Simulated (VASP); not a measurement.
Output of a VASP run:

### OUTCAR
```
 ion  position               nearest neighbor table
   1  0.000  0.000  0.000-
  LATTYP: Found a body centered cubic cell.
 ALAT       =     3.3858502566
 Subroutine PRICEL returns:
 Original cell was already a primitive cell.
 Subroutine GETGRP returns: Found 48 space group operations
The static configuration has the point symmetry O_h .
The dynamic configuration has the point symmetry O_h .
 Subroutine INISYM returns: Found 48 space group operations
 Subroutine IBZKPT returns following result:
 Found    104 irreducible k-points:

 Following reciprocal coordinates:
            Coordinates               Weight
  0.000000  0.000000  0.000000      1.000000
  0.071429  0.000000  0.000000     12.000000
  0.142857  0.000000  0.000000     12.000000
  0.214286  0.000000  0.000000     12.000000
  0.285714  0.000000  0.000000     12.000000
  0.357143  0.000000  0.000000     12.000000
  0.428571  0.000000  0.000000     12.000000
  0.500000  0.000000  0.000000      6.000000
  0.071429  0.071429  0.000000     24.000000
  0.142857  0.071429  0.000000     48.000000
  0.214286  0.071429  0.000000     48.000000
  0.285714  0.071429 -0.000000     48.000000
  0.357143  0.071429 -0.000000     48.000000
  0.428571  0.071429 -0.000000     48.000000
  0.142857  0.142857  0.000000     24.000000
  0.214286  0.142857  0.000000     48.000000
  0.285714  0.142857  0.000000     48.000000
  0.357143  0.142857 -0.000000     48.000000
  0.428571  0.142857  0.000000     24.000000
  0.214286  0.214286  0.000000     24.000000
  0.285714  0.214286  0.000000     48.000000
  0.357143  0.214286  0.000000     48.000000
  0.285714  0.285714  0.000000     24.000000
  0.357143  0.285714 -0.000000     24.000000
  0.071429  0.071429  0.071429      8.000000
  0.142857  0.071429  0.071429     24.000000
  0.214286  0.071429  0.071429     24.000000
  0.285714  0.071429  0.071429     24.000000
  0.357143  0.071429  0.071429     24.000000
  0.428571  0.071429  0.071429     12.000000
 -0.071429  0.071429  0.071429      6.000000
  0.142857  0.142857  0.071429     24.000000
  0.214286  0.142857  0.071429     48.000000
  0.285714  0.142857  0.071429     48.000000
  0.357143  0.142857  0.071429     48.000000
 -0.142857  0.142857  0.071429     24.000000
  0.214286  0.214286  0.071429     24.000000
  0.285714  0.214286  0.071429     48.000000
  0.357143  0.214286  0.071429     24.000000
 -0.214286  0.214286  0.071429     24.000000
   k-points           NKPTS =    104   k-points in BZ     NKDIM =    104   number of bands    NBANDS=      9
   number of dos      NEDOS =    301   number of ions     NIONS =      1
   total plane-waves  NPLWV =  13824
   dimension x,y,z NGX =    24 NGY =   24 NGZ =   24
   dimension x,y,z NGXF=    48 NGYF=   48 NGZF=   48
   ions per type =               1
   PREC   = accura    normal or accurate (medium, high low for compatibility)
   ISTART =      0    job   : 0-new  1-cont  2-samecut
   ICHARG =      2    charge: 1-file 2-atom 10-const
   ISPIN  =      1    spin polarized calculation?
   LNONCOLLINEAR =      F non collinear calculations
   LSORBIT =      F    spin-orbit coupling
   INIWAV =      1    electr: 0-lowe 1-rand  2-diag
   ENCUT  =  480.0 eV  35.28 Ry    5.94 a.u.   5.24  5.24  5.24*2*pi/ulx,y,z
   NELM   =    100;   NELMIN=  2; NELMDL= -5     # of ELM steps
   EDIFF  = 0.1E-06   stopping-criterion for ELM
   LREAL  =      F    real-space projection
   NLSPLINE    = F    spline interpolate recip. space projectors
   LMAXMIX     =    6 max onsite mixed and CHGCAR
   VOSKOWN=      0    Vosko Wilk Nusair interpolation
   EDIFFG = 0.1E-05   stopping-criterion for IOM
   NSW    =      0    number of steps for IOM
   NBLOCK =      1;   KBLOCK =      1    inner block; outer block
   IBRION =     -1    ionic relax: 0-MD 1-quasi-New 2-CG
   NFREE  =      0    steps in history (QN), initial steepest desc. (CG)
...
```

### OSZICAR
```
       N       E                     dE             d eps       ncg     rms          rms(c)
DAV:   1     0.411100241661E+02    0.41110E+02   -0.62910E+03  1880   0.108E+03
DAV:   2    -0.116571580397E+02   -0.52767E+02   -0.52198E+02  2447   0.229E+02
DAV:   3    -0.122965161247E+02   -0.63936E+00   -0.61927E+00  2175   0.251E+01
DAV:   4    -0.123008562430E+02   -0.43401E-02   -0.43382E-02  2134   0.178E+00
DAV:   5    -0.123008832317E+02   -0.26989E-04   -0.26986E-04  2162   0.123E-01    0.119E+01
DAV:   6    -0.118916363157E+02    0.40925E+00   -0.49216E-01  1943   0.831E+00    0.554E+00
DAV:   7    -0.117807178761E+02    0.11092E+00   -0.36850E-01  1978   0.676E+00    0.398E-01
DAV:   8    -0.117796508670E+02    0.10670E-02   -0.57760E-03  1986   0.930E-01    0.194E-01
DAV:   9    -0.117795788082E+02    0.72059E-04   -0.36792E-04  1999   0.225E-01    0.318E-02
DAV:  10    -0.117795733959E+02    0.54123E-05   -0.35671E-06  2113   0.265E-02    0.180E-03
DAV:  11    -0.117795728849E+02    0.51099E-06   -0.53976E-08  1528   0.295E-03    0.587E-04
DAV:  12    -0.117795729071E+02   -0.22212E-07   -0.46622E-09   994   0.814E-04
   1 F= -.11779573E+02 E0= -.11779595E+02  d E =0.670982E-04
```

File OUTCAR:
```
------------------------ aborting loop because EDIFF is reached ----------------------------------------
  FORCE on cell =-STRESS in cart. coord.  units (eV):
  Direction    XX          YY          ZZ          XY          YZ          ZX
  --------------------------------------------------------------------------------------
  Total       -1.3196698     -1.3196698     -1.3196698     -0.0000000     -0.0000000      0.0000000
  in kB     -108.9438226   -108.9438226   -108.9438226     -0.0000000     -0.0000000      0.0000000
  external PRESSURE =    -108.9438226 kB  Pullay stress =       0.0000000 kB
  volume of cell :       19.41
      direct lattice vectors                 reciprocal lattice vectors
    -1.692925128  1.692925128  1.692925128     0.000000000  0.295346789  0.295346789
     1.692925128 -1.692925128  1.692925128     0.295346789  0.000000000  0.295346789
     1.692925128  1.692925128 -1.692925128     0.295346789  0.295346789  0.000000000
 POSITION                                       TOTAL-FORCE (eV/Angst)
 -----------------------------------------------------------------------------------
      0.00000      0.00000      0.00000         0.000000      0.000000      0.000000
 -----------------------------------------------------------------------------------
    total drift:                               -0.000000      0.000000      0.000000
  FREE ENERGIE OF THE ION-ELECTRON SYSTEM (eV)
  ---------------------------------------------------
  free  energy   TOTEN  =       -11.7795729071 eV

  energy  without entropy=      -11.7796400053  energy(sigma->0) =      -11.77959527
```
(Selected blocks of OUTCAR.)

**POSCAR**
```
Ta
1
   -1.6929251283     1.6929251283     1.6929251283
    1.6929251283    -1.6929251283     1.6929251283
    1.6929251283     1.6929251283    -1.6929251283
Ta
1
Direct
  0.0000000000   0.0000000000   0.0000000000
```

**Question.** Write an INCAR and KPOINTS that could have produced this output.

**Answer.** Several could match; the one computed here: the input of the run itself, PBE GGA, plane waves, VASP's PBE PAW potentials (set 64).

### INCAR
```
! general
SYSTEM  = Ta
PREC    = Accurate
ENCUT   = 480   ! plane-wave cut-off (eV)
LREAL   = F   ! projection in real space or not
LASPH   = T

! electronic loop
EDIFF   = 1E-7   ! SCF stop (eV)
NELM    = 100
ALGO    = Normal
LMAXMIX = 6

! smearing
ISMEAR  = 1
SIGMA   = 0.1   ! width (eV)

! functional
GGA     = PE   ! PBE

! ions
ISIF    = 2   ! forces and stress, cell fixed

! output
LWAVE   = F
LCHARG  = F
```

**KPOINTS**
```
Automatic mesh
0
Gamma
14 14 14
0 0 0
```

POTCAR, in this order: Ta_pv (PBE.64 set). Program: vasp_std.

The compound is Ta in the bcc structure. This cell was strained or had an atom moved on purpose.
